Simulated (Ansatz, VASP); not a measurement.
## Si3N4: VASP beside Ansatz

Wanted: the spread between two codes on one cell, functional and k mesh. The cell is taken from a series of runs on this material, whose earlier steps may have relaxed, scaled, displaced or heated it; both programs get it as it stands.

Program: Ansatz 0.2.0. Level of theory: plane waves, with VASP 6.6.1 beside it; relaxation of cell and atoms at r2SCAN. Results are calculated unless marked as measured.

### Step 1. Starting point

Symmetry: P6_3/m, No. 176, hexagonal system. The conventional cell has a = 7.624 Å, b = 7.624 Å, c = 2.911 Å, α = 90.00°, β = 90.00°, γ = 120.00°. Nearest to Si lie 4 N at 1.73 to 1.74 Å. N has 3 Si at 1.74 Å nearest. Nearest to N lie 3 Si at 1.73 Å. Farther neighbours and most contacts between anions are not listed.

Structure file:

```cif
data_structure
_symmetry_space_group_name_H-M 'P 1'
_symmetry_Int_Tables_number 1
_cell_length_a 7.6241
_cell_length_b 7.6241
_cell_length_c 2.9106
_cell_angle_alpha 90.000
_cell_angle_beta 90.000
_cell_angle_gamma 120.000
_cell_volume 146.52
loop_
_atom_site_label
_atom_site_type_symbol
_atom_site_fract_x
_atom_site_fract_y
_atom_site_fract_z
_atom_site_occupancy
Si1 Si 0.76755 0.17391 0.25000 1
Si2 Si 0.59364 0.76755 0.75000 1
Si3 Si 0.82609 0.59364 0.25000 1
Si4 Si 0.23245 0.82609 0.75000 1
Si5 Si 0.40636 0.23245 0.25000 1
Si6 Si 0.17391 0.40636 0.75000 1
N7 N 0.02962 0.33000 0.25000 1
N8 N 0.69962 0.02962 0.75000 1
N9 N 0.67000 0.69962 0.25000 1
N10 N 0.97038 0.67000 0.75000 1
N11 N 0.30038 0.97038 0.25000 1
N12 N 0.33000 0.30038 0.75000 1
N13 N 0.66667 0.33333 0.25000 1
N14 N 0.33333 0.66667 0.75000 1
```

### Step 2. Ansatz: relaxation of cell and atoms, r2SCAN

Ansatz runs on its PAW soft_1 files.

The relaxed volume is the usual yardstick between codes: in a stiff, nearly cubic crystal its relative difference is about their pressure difference at one cell divided by the bulk modulus.

Contents of input.yaml:

```yaml
crystal:
  lattice:
    - [7.6240899539, 0.0, 0.0]
    - [-3.812044977, 6.6026555808, 0.0]
    - [0.0, 0.0, 2.9106069751]
  atoms:
    - { symbol: Si, position: [0.7675504857, 0.1739147245, 0.25] }
    - { symbol: Si, position: [0.5936357612, 0.7675504857, 0.75] }
    - { symbol: Si, position: [0.8260852755, 0.5936357612, 0.25] }
    - { symbol: Si, position: [0.2324495143, 0.8260852755, 0.75] }
    - { symbol: Si, position: [0.4063642388, 0.2324495143, 0.25] }
    - { symbol: Si, position: [0.1739147245, 0.4063642388, 0.75] }
    - { symbol: "N", position: [0.029623716, 0.3300033686, 0.25] }
    - { symbol: "N", position: [0.6996203474, 0.029623716, 0.75] }
    - { symbol: "N", position: [0.6699966314, 0.6996203474, 0.25] }
    - { symbol: "N", position: [0.970376284, 0.6699966314, 0.75] }
    - { symbol: "N", position: [0.3003796526, 0.970376284, 0.25] }
    - { symbol: "N", position: [0.3300033686, 0.3003796526, 0.75] }
    - { symbol: "N", position: [0.6666666667, 0.3333333333, 0.25] }
    - { symbol: "N", position: [0.3333333333, 0.6666666667, 0.75] }
kpoints:
  mp_grid: { grid: [3, 3, 8] }
hamiltonian:
  xc: r2scan
  pseudopotentials: { kind: paw, azcp: { folder: soft_1 } }
scf:
  occupations: { method: fixed }
output:
  forces: true
  stress: true
  eigenvalues: true
relax:
  adjacent_minimum: "off"
  f_tol: 0.001
  max_steps: 60
  cell: { stress_tol: 0.01 }
```

Started as:

```console
$ ansatz run input.yaml --threads 4 --pin off --max-ram 8192MiB --backend cpu --events-out ev --progress --plain --runs-dir out
```

Numbers of over 12 decimals in the logs are rounded to 6 here.

The program printed:

```text
Engine: ansatz 0.2.0, x86_64-unknown-linux-gnu
Pseudopotentials: kind: paw
Pseudopotential: Si, paw, valence charge 4, recommended cutoff 500 eV (meta_gga), soft_1/Si.paw.azcp
Pseudopotential: N, paw, valence charge 5, recommended cutoff 500 eV (meta_gga), soft_1/N.paw.azcp
Functional definition: r2SCAN
  parameter k0 = 0.174
  parameter k1 = 0.065
  parameter a1 = 4.9479
  exchange = r2scan_x(k0 = k0, k1 = k1, a1 = a1)
  correlation = r2scan_c
Crystal: 14 atoms, lattice volume = 146.518 Å³
Basis set: ecut = 500 eV, 3731 PW (Γ), exchange–correlation on 240×240×96 points (64 copies of the dense FFT grid, shifted against one another)
Bands: 46, of which v1, the nominal top of the filled ones, is band 32 counted from 1 (31 counted from 0)
Symmetry: 12 space group operations
Space group: P63/m (ITA 176), of the structure as read, at distance tolerance 5.3e-5 Å
k-points: 15 of 72
Non-local potential: Si, projectors of the file, l = 0: 2, l = 1: 2, l = 2: 1
Non-local potential: N, projectors of the file, l = 0: 2, l = 1: 2, l = 2: 1
PAW form: soft (Blöchl's): semilocal exchange-correlation on the pseudo side does not see the compensation charge
PAW frozen core: Si, regenerated for the run's functional (the file was generated under x = pbe(κ = 0.804, μ = 0.219515), c = pbe(β = 0.066725))
PAW frozen core: N, regenerated for the run's functional (the file was generated under x = pbe(κ = 0.804, μ = 0.219515), c = pbe(β = 0.066725))
PAW one-centre angular grid: Si, 302 points (default); XC on 160 Gauss nodes
PAW one-centre angular grid: N, 302 points (default); XC on 160 Gauss nodes
Initial density: superposition of atomic densities (chi_scale 0.1, normalization cell, long waves kept (reshape's long-wave potential 0.02 eV rms))
Initial wavefunctions: pseudopotential atomic-orbital guess
Functional: x = r2scan, c = r2scan; τ floored in thin density (d = 2e-4 eV/Å³)
SCF iter   1: F=—  HF=-6939.173608 eV  |F-HF|=—  |Δ(HF+E_count)|=         —  Δρ=1.50e-1  dr2=3.49e1  dr2_τ=4.68e0  ethr=3.10e-3  ⟨swp⟩=5.0  Hψ=2714  notcnv=0  defer=158
preconditioner: auto → Resta (q_TF=auto, 2.377 Å⁻¹)  ε∞=3.2  [insulator: Δε(μ)=6.231 eV  Ē_g=16.405 eV  n_scr=32 (ndim 8)  ℏωp=24.5 eV  f_vac=0.010  ε∞_Penn≈3.2]
SCF iter   2: F=—  HF=-6930.108005 eV  |F-HF|=—  |Δ(HF+E_count)|=    9.07e0  Δρ=5.17e-2  dr2=2.53e0  dr2_τ=6.97e-1  ethr=3.10e-3  ⟨swp⟩=3.7  Hψ=1831  notcnv=0  defer=154
SCF iter   3: F=—  HF=-6930.733873 eV  |F-HF|=—  |Δ(HF+E_count)|=   6.26e-1  Δρ=2.47e-2  dr2=5.09e-1  dr2_τ=2.65e-2  ethr=3.10e-3  ⟨swp⟩=3.0  Hψ=1044  notcnv=0  defer=162
SCF iter   4: F=—  HF=-6930.828722 eV  |F-HF|=—  |Δ(HF+E_count)|=   9.48e-2  Δρ=2.19e-3  dr2=5.56e-3  dr2_τ=6.26e-4  ethr=7.96e-4  ⟨swp⟩=3.1  Hψ=1095  notcnv=0  defer=173
[...]
SCF converged after 5 iterations
Free energy (F): -6930.839427 eV
Harris-Foulkes:  -6930.839427 eV  (|F-HF|=9.09e-13)
Internal energy: -6930.839427 eV  (E = F + TS)
E sigma→0 (E₀):  -6930.839427 eV
Fermi energy:    8.028415 eV
--- Per-component energies (eV) ---
  E_band       = 28.277826
  E_kinetic    = 1341.575060
  E_local      = -2030.295505  (includes V_loc(G=0)·N_el)
  E_nonlocal   = 396.985517
  E_hartree    = 723.540740
  E_xc         = -804.153377
  E_vxc        = -996.950072  (∫ρ·V_xc dr)
  E_paw        = -4152.725993  (= ΣΔE_a)
  E_vpaw       = -183.372087  (= ΣTr[D̂ρ^β])
  E_aug_tail   = 0.000011  (compensation charges beyond the density's cutoff)
  E_vtau       = 53.253356  (kinetic-family band-sum trace: ∫τ·v_τ [+ j·A + Jᵃ·Aᵃ] dr)
  E_ewald      = -2405.070763
  E_core_change = -0.695117  (= ΣΔE_core)
  E_smearing   = -0.000000  (= −TS)
  E_closure    = -0.000000  (closes the sum)
  Σ components = -6930.839427   (vs F -6930.839427, Δ=0.00e0)
--- Forces (eV/Å), atoms counted from 1 ---
  atom   1  Si    -0.00000106    -0.00000861    -0.00000000
  atom   2  Si     0.00000693    -0.00000523     0.00000000
  atom   3  Si     0.00000799     0.00000338     0.00000000
  atom   4  Si     0.00000106     0.00000861     0.00000000
  atom   5  Si    -0.00000693     0.00000523    -0.00000000
  atom   6  Si    -0.00000799    -0.00000338    -0.00000000
  atom   7  N      0.00005931    -0.00017437     0.00000000
  atom   8  N      0.00018067    -0.00003582     0.00000000
  atom   9  N      0.00012135     0.00013855     0.00000000
  atom  10  N     -0.00005931     0.00017437    -0.00000000
  atom  11  N     -0.00018067     0.00003582    -0.00000000
  atom  12  N     -0.00012135    -0.00013855    -0.00000000
  atom  13  N      0.00000000     0.00000000    -0.00000000
  atom  14  N     -0.00000000    -0.00000000     0.00000000
  max |Σ_I F_I| component: 4.07e-18 eV/Å
--- Stress (GPa, compression-positive) ---
        0.002064      -0.000001      -0.000000
        0.000001       0.002064       0.000000
       -0.000000       0.000000       0.005566
  P = ⅓ Tr σ = 0.0032 GPa (0.032 kbar)
--- Band table (eV; the first three rows and the last of 15) ---
  k-point 0: bands = [... 28 lower, 6.7407, 7.5726, 7.6239, 7.8343, 13.0348, 13.2837, 13.5994, 13.5994, ... 10 higher]
  k-point 1: bands = [... 28 lower, 6.7661, 6.9151, 7.1306, 8.0284, 13.8836, 14.1887, 14.4750, 14.4750, ... 10 higher]
  k-point 2: bands = [... 28 lower, 6.4366, 6.6913, 6.6913, 7.9705, 14.4018, 14.4018, 15.0529, 15.4677, ... 10 higher]
  k-point 14: bands = [... 28 lower, 6.5854, 6.5854, 6.9050, 6.9050, 13.7207, 13.7207, 14.5135, 14.5135, ... 10 higher]
--- Relaxed structure (6 steps of the walk, 5 accepted, 1 SCFs on fresh bases) ---
  F+E_penalty+E_count = -6930.83942734 eV   max|allowed force component| = 1.807e-4 eV/Å   (the final SCF, on the basis selected at the relaxed cell)
  cell:  # Å, volume = 145.5535 Å³
    - [7.605481, 2.879664285674615e-11, 0]
    - [-3.802740, 6.586540, 0]
    - [0, 0, 2.905619]
  atoms:
    - { symbol: Si, position: [0.769380, 0.175423, 0.250000] }
    - { symbol: Si, position: [0.593957, 0.769380, 0.75] }
    - { symbol: Si, position: [0.824577, 0.593957, 0.250000] }
    - { symbol: Si, position: [0.230620, 0.824577, 0.75] }
    - { symbol: Si, position: [0.406043, 0.230620, 0.250000] }
    - { symbol: Si, position: [0.175423, 0.406043, 0.75] }
    - { symbol: N, position: [0.031259, 0.330315, 0.250000] }
    - { symbol: N, position: [0.700944, 0.031259, 0.75] }
    - { symbol: N, position: [0.669685, 0.700944, 0.250000] }
    - { symbol: N, position: [0.968741, 0.669685, 0.75] }
    - { symbol: N, position: [0.299056, 0.968741, 0.250000] }
    - { symbol: N, position: [0.330315, 0.299056, 0.75] }
    - { symbol: N, position: [0.666667, 0.333333, 0.250000] }
    - { symbol: N, position: [0.333333, 0.666667, 0.75] }
```

[end of part 1 of 2]

[Lines on the potential files, build, host, timing and source positions are cut from VASP's logs without a mark.]

[Logs are printed without paths, hosts, clocks, repeated set-up lines and the standing remarks that a program may print on its own settings, such as how far it seeks lower states.]

[Hosts, paths, dates, database ids (printed as entryN), source tags and the programs' standing remarks are cut or masked in the printed files.]
